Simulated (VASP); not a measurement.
Data:

```
LiH
1.0
    0.00000     2.00037     2.00037
    2.00037     0.00000     2.00037
    2.00037     2.00037     0.00000
Li H
1 1
Cartesian
  0.00000   0.00000   0.00000
  2.00037   2.00037   2.00037
```

The numbers are results of optB88-vdW, VASP's PBE PAW potentials (set 64) (plane waves; VASP), not measurements. Run with 520 eV cut-off, 10×10×10 Γ-centred mesh, Gaussian smearing of 0.050 eV, potentials Li_sv H.

### Question
Predict the energy per atom (σ→0), band gap (on the k-mesh) with the smallest direct gap where there is one.

### Answer

```yaml
band gap (on the k-mesh): 3.31 eV
smallest direct gap (on the k-mesh): 3.31 eV
energy per atom (σ→0): -2.705 eV/atom
```

Total energies compare only between runs with the same potentials, cut-off and functional.

The compound is LiH in the rock salt structure. It was relaxed first, which changed the volume by -6 %. The start is the result of an earlier pass.
